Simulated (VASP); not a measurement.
Input:

```xyz
16
Lattice="4.9837 0.0000 0.0000 0.0000 3.1133 0.0000 0.0000 0.0000 25.8005" Properties=species:S:1:pos:R:3 pbc="T T T"
Al     0.0000     0.0000    17.3939
Al     2.4919     1.5566    16.4952
Al     0.0000     1.5566    14.6977
Al     2.4919     0.0000    13.7990
Al     0.0000     0.0000    12.0015
Al     2.4919     1.5566    11.1028
Al     0.0000     1.5566     9.3054
Al     2.4919     0.0000     8.4066
N      1.9038     0.0000    17.3939
N      4.3956     1.5566    16.4952
N      1.9038     1.5566    14.6977
N      4.3956     0.0000    13.7990
N      1.9038     0.0000    12.0015
N      4.3956     1.5566    11.1028
N      1.9038     1.5566     9.3054
N      4.3956     0.0000     8.4066
```

These are PBEsol GGA, VASP's PBE PAW potentials (set 64) (plane waves; VASP 6.6.1) values and carry that method's errors. Settings: PREC = Normal, EDIFF = 1E-5, 450 eV cut-off, 4×7×1 Γ-centred mesh, Gaussian smearing of 0.050 eV, potentials Al N.

Problem. The ions are relaxed. What does this cell relax into?

Solution. 
```xyz
16
Lattice="4.9837 0.0000 0.0000 0.0000 3.1133 0.0000 0.0000 0.0000 25.8005" Properties=species:S:1:pos:R:3 pbc="T T T"
Al     0.1233     0.0000    17.1321
Al     2.4551     1.5566    16.5813
Al     0.0042     1.5566    14.6537
Al     2.4792     0.0000    13.8236
Al     4.9711     0.0000    11.9769
Al     2.4960     1.5566    11.1468
Al     4.9470     1.5566     9.2192
Al     2.6151     0.0000     8.6684
N      1.8789     0.0000    17.3595
N      4.3584     1.5566    16.4985
N      1.8973     1.5566    14.6997
N      4.3861     0.0000    13.7944
N      1.8943     0.0000    12.0062
N      4.3892     1.5566    11.1008
N      1.8666     1.5566     9.3020
N      4.3708     0.0000     8.4410
```

Problem. How much energy does the relaxation gain?

Solution. The energy (σ→0) changes by -61.9 meV/atom, in 18 ionic steps.

The cell is a thin slab with vacuum, built from AlN (wurtzite): (100) face.
